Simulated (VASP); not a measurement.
Runs of VASP 6.6.1 on CsCaH3. The structure is cubic, space group Pm-3m (No. 221). The conventional cell has a = 4.621 Å, b = 4.621 Å, c = 4.621 Å, α = 90.00°, β = 90.00°, γ = 90.00°. Cs (site symmetry m-3m) has 12 H at 3.27 Å as nearest neighbours. Ca (site symmetry m-3m) has 6 H at 2.31 Å as nearest neighbours. H (site symmetry 4/mmm) has 2 Ca at 2.31 Å as nearest neighbours. The cell comes from a database or a generator and needn't be the stable form of this composition.

| k mesh | mesh quality | gap on the mesh (eV) | pressure (GPa) |
| --- | --- | --- | --- |
| 5 × 5 × 5 | not flagged | 3.16 | -2.3 |
| 4 × 4 × 4 | not flagged | 2.79 | -2.3 |
| 2 × 2 × 2 | coarse | 2.77 | (a) |
| 6 × 6 × 6 | not flagged | 2.79 | -2.3 |

Alike in all rows: task single point; level LDA; potentials or basis VASP PAW LDA potentials, release 64 (Cs_sv, Ca_sv, H); no spin polarisation; cell as given; cutoff (eV) 520; smearing gaussian 0.01 eV.

Task: Estimate the missing entries.

Result: (a) -1.6.

Caveats: some runs use coarse meshes; spin-orbit coupling is left out, which moves the levels of the heavy elements; an odd mesh through Γ misses points on the zone boundary, where band edges often lie (some runs).

A k mesh can miss the band edges, and the runs leave out spin-orbit coupling on Cs.
